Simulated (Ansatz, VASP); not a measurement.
## Two plane-wave programs on Ir2Rh

```
CELL_PARAMETERS angstrom
2.70521 0.00000 0.00000
-1.35260 2.34278 0.00000
0.00000 0.00000 6.62637
ATOMIC_POSITIONS crystal
Ir 0.33333 0.66667 0.66667
Ir 0.66667 0.33333 0.33333
Rh 0.00000 0.00000 0.00000
```

Alike in both runs: task single point; functional PBE; k mesh 6 × 6 × 4; occupations gaussian, width 0.1 eV; no spin polarisation.

|  | VASP | Ansatz |
| --- | --- | --- |
| version | VASP 6.6.1 | Ansatz 0.2.0 |
| potentials or method | VASP PAW PBE potentials, release 64 (Ir, Rh_pv) | scalar-relativistic, plane waves, PAW |
| plane-wave cutoff (eV) | 520 | 420 |
| valence electrons in the cell | 33 | 51 |

|  | VASP | Ansatz | Ansatz less VASP |
| --- | --- | --- | --- |
| gap on the k mesh at the Fermi level (eV) | none | none | - |
| pressure (GPa) | 8.8 | 8.3 | -0.45 |
| largest component of the traceless stress (GPa) | 2.70 | 2.73 | +0.029 |
| rms of the force components (eV/Å) | 0.042 | 0.059 | +0.0177 |

Atom by atom the forces differ by 0.018 eV/Å (rms over components). A gap of «none» marks a metal or a gap that the smearing closes. The two sets of potentials don't hold the same shells in valence.

Caveats: the k mesh is coarse (spacing up to 0.45 Å⁻¹), so the values aren't converged. The runs have no spin-orbit coupling, so splittings on Ir are missing.
